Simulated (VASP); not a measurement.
**BaLiF3: single point with LDA**

Crystal: BaLiF3.

```
Ba Li F
1.0
     3.98858    0.00000    0.00000
     0.00000    3.98858    0.00000
     0.00000    0.00000    3.98858
Ba Li F
1 1 3
Direct
  0.00000 0.00000 0.00000
  0.50000 0.50000 0.50000
  0.00000 0.50000 0.50000
  0.50000 0.50000 0.00000
  0.50000 0.00000 0.50000
```

The cell comes from a database or a generator and needn't be the stable form of this composition.

```json
{
 "Program": "VASP 6.6.1",
 "Task": "single point",
 "Functional": "LDA",
 "Potentials or basis": "VASP PAW LDA potentials, release 64 (Ba_sv, Li_sv, F)",
 "Cutoff": "520 eV",
 "k mesh": "4 × 4 × 4",
 "Occupations": "gaussian, width 0.1 eV",
 "Spin": "no spin polarisation",
 "Dipole correction": "no",
 "Further INCAR settings": "ALGO = Normal; EDIFF = 1e-06; NBANDS = 25"
}
```

* Band gap on the k mesh: 6.47 eV, direct

Levels at points of the mesh, in eV from the valence-band top:
| k point | band 15 | band 16 | band 17 | band 18 | band 19 | band 20 |
| --- | --- | --- | --- | --- | --- | --- |
| (0.00, 0.00, 0.00) | 0.00 | 0.00 | 0.00 | 6.47 | 6.47 | 7.87 |
| (0.50, 0.00, 0.00) | -0.77 | -0.48 | -0.48 | 7.95 | 8.46 | 10.23 |
| (0.50, 0.50, 0.00) | -0.62 | -0.22 | -0.19 | 8.76 | 9.07 | 10.72 |
| (0.50, 0.50, 0.50) | -0.14 | -0.14 | -0.14 | 7.90 | 7.90 | 7.90 |

Run time: 12 s on 1 thread of Intel(R) Xeon(R) Platinum 8259CL CPU @ 2.50GHz (Skylake/Cascade Lake), on a shared host, peak memory 0.15 GiB.

Caveat: spin-orbit coupling is left out, which moves the levels of the heavy elements.
